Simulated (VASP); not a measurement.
The cell holds one Pt (fcc) (100) slab, with vacuum along c, ions free to move until forces fall under 0.03 eV/Å, no reconstruction beyond this cell, dipole correction on.

Here is the system:

```
Pt
1.0
    2.76856     0.00000     0.00000
    0.00000     2.76856     0.00000
    0.00000     0.00000    26.72814
Pt
6
Direct
  0.00000   0.50000   0.31859
  0.50000   0.00000   0.39002
  0.00000   0.50000   0.46322
  0.50000   0.00000   0.53678
  0.00000   0.50000   0.60998
  0.50000   0.00000   0.68141
```

The numbers are results of PBEsol GGA, VASP's PBE PAW potentials (set 64) (plane waves; VASP), not measurements. Settings: 400 eV cut-off, 10×10×1 Γ-centred mesh, first-order Methfessel-Paxton smearing of 0.10 eV, potentials Pt.

Slab and bulk use different k-meshes, so the surface energy is good to a few per cent at best. Unless said otherwise, spin-orbit coupling is left out, though it shifts the bands of the heavy elements here.

Question: Predict its surface energy, work function, band gap (on the k-mesh).

Answer: 
```json
{
  "surface_energy": "2.24 J/m²",
  "work_function": "5.76 eV",
  "band gap (on the k-mesh)": "none (metal, semimetal or under 0.01 eV)"
}
```

Measured: work function 5.75 eV (computed value off by +0.01 eV), as given by Abhirup Patra et al., Proceedings of the National Academy of Sciences (2017), arXiv:1702.08515.

The cell is a thin slab with vacuum, built from Pt (fcc): (100) face.
